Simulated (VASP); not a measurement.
Method: r2SCAN meta-GGA, VASP's PBE PAW potentials (set 64) (plane waves; VASP).

A VASP calculation is set up with these files.

### POSCAR
```
SrCl2
1
    0.0000000000     3.4989786291     3.4989786291
    3.4989786291    -0.0000000000     3.4989786291
    3.4989786291     3.4989786291     0.0000000000
Sr Cl
1 2
Direct
  1.0000000000   1.0000000000   1.0000000000
  0.2500000000   0.2500000000   0.2500000000
  0.7500000000   0.7500000000   0.7500000000
```

**INCAR**
```
! general
SYSTEM =SrCl2
PREC   =Accurate
ENCUT  =520   ! plane-wave cut-off (eV)
LREAL  =.FALSE.
LASPH  =.TRUE.

! electronic loop
EDIFF  =1E-6   ! SCF stop (eV)
NELM   =100   ! most electronic steps
ALGO   =Normal   ! blocked Davidson
LMAXMIX=4   ! l cut-off of mixed one-centre charges
LMIXTAU=.TRUE.

! smearing
ISMEAR =0
SIGMA  =0.05

! functional
METAGGA=R2SCAN

! ions
IBRION =2
NSW    =60
ISIF   =3
EDIFFG =-0.02

! output
LWAVE  =.FALSE.
LCHARG =.FALSE.
```

KPOINTS:
```
Automatic mesh
0
Gamma
5 5 5
0 0 0
```

POTCAR, in this order: Sr_sv Cl (PBE.64 set). Program: vasp_std.

Output

### OSZICAR
```
       N       E                     dE             d eps       ncg     rms          rms(c)
DAV:   1     0.124570230920E+03    0.12457E+03   -0.11917E+04   320   0.138E+03
DAV:   2    -0.328648455898E+02   -0.15744E+03   -0.15549E+03   424   0.254E+02
DAV:   3    -0.423595535769E+02   -0.94947E+01   -0.94862E+01   464   0.664E+01
DAV:   4    -0.425600271208E+02   -0.20047E+00   -0.20040E+00   512   0.798E+00
DAV:   5    -0.425645206378E+02   -0.44935E-02   -0.44930E-02   464   0.100E+00    0.115E+01
DAV:   6    -0.362913227263E+02    0.62732E+01   -0.23950E+00   536   0.119E+01    0.819E+00
DAV:   7    -0.348457298014E+02    0.14456E+01   -0.94686E-01   464   0.998E+00    0.120E+00
DAV:   8    -0.358306439406E+02   -0.98491E+00   -0.10352E+00   424   0.942E+00    0.204E+00
DAV:   9    -0.350794062201E+02    0.75124E+00   -0.13023E-01   416   0.452E+00    0.153E+00
DAV:  10    -0.352089561304E+02   -0.12955E+00   -0.30134E-02   456   0.210E+00    0.124E+00
DAV:  11    -0.356709687007E+02   -0.46201E+00   -0.22614E-01   320   0.515E+00    0.548E-01
DAV:  12    -0.356938163942E+02   -0.22848E-01   -0.31015E-02   352   0.194E+00    0.413E-01
DAV:  13    -0.356602090450E+02    0.33607E-01   -0.18319E-02   320   0.155E+00    0.625E-01
DAV:  14    -0.356848266987E+02   -0.24618E-01   -0.13323E-02   336   0.148E+00    0.244E-01
DAV:  15    -0.356960149440E+02   -0.11188E-01   -0.25556E-03   336   0.615E-01    0.162E-01
DAV:  16    -0.356962062309E+02   -0.19129E-03   -0.41145E-05   536   0.610E-02    0.136E-01
DAV:  17    -0.356965777941E+02   -0.37156E-03   -0.75512E-05   352   0.113E-01    0.879E-02
DAV:  18    -0.356969738335E+02   -0.39604E-03   -0.93804E-05   368   0.118E-01    0.384E-02
DAV:  19    -0.356970578693E+02   -0.84036E-04   -0.51779E-05   352   0.769E-02    0.127E-02
DAV:  20    -0.356970649030E+02   -0.70337E-05   -0.93255E-06   464   0.314E-02    0.722E-03
DAV:  21    -0.356970652836E+02   -0.38067E-06   -0.63753E-07   320   0.105E-02
   1 F= -.35697065E+02 E0= -.35697065E+02  d E =-.356971E+02
```

### OUTCAR
```
------------------------ aborting loop because EDIFF is reached ----------------------------------------
  FORCE on cell =-STRESS in cart. coord.  units (eV):
  Direction    XX          YY          ZZ          XY          YZ          ZX
  --------------------------------------------------------------------------------------
  Total        0.0058939      0.0058939      0.0058939      0.0000000      0.0000000      0.0000000
  in kB        0.1102190      0.1102190      0.1102190      0.0000000      0.0000000      0.0000000
  external PRESSURE =       0.1102190 kB  Pullay stress =       0.0000000 kB
  volume of cell :       85.67
      direct lattice vectors                 reciprocal lattice vectors
     0.000000000  3.498978629  3.498978629    -0.142898844  0.142898844  0.142898844
     3.498978629  0.000000000  3.498978629     0.142898844 -0.142898844  0.142898844
     3.498978629  3.498978629  0.000000000     0.142898844  0.142898844 -0.142898844
 POSITION                                       TOTAL-FORCE (eV/Angst)
 -----------------------------------------------------------------------------------
      0.00000      0.00000      0.00000         0.000000      0.000000      0.000000
      1.74949      1.74949      1.74949        -0.000000     -0.000000     -0.000000
      5.24847      5.24847      5.24847        -0.000000      0.000000      0.000000
 -----------------------------------------------------------------------------------
    total drift:                               -0.000000     -0.000000      0.000000
  FREE ENERGIE OF THE ION-ELECTRON SYSTEM (eV)
  ---------------------------------------------------
  free  energy   TOTEN  =       -35.6970652836 eV

  energy  without entropy=      -35.6970652836  energy(sigma->0) =      -35.69706528

 reached required accuracy - stopping structural energy minimisation
```
(Selected blocks of OUTCAR.)

The compound is SrCl2 in the fluorite structure. It was relaxed first. The start is the result of an earlier pass.
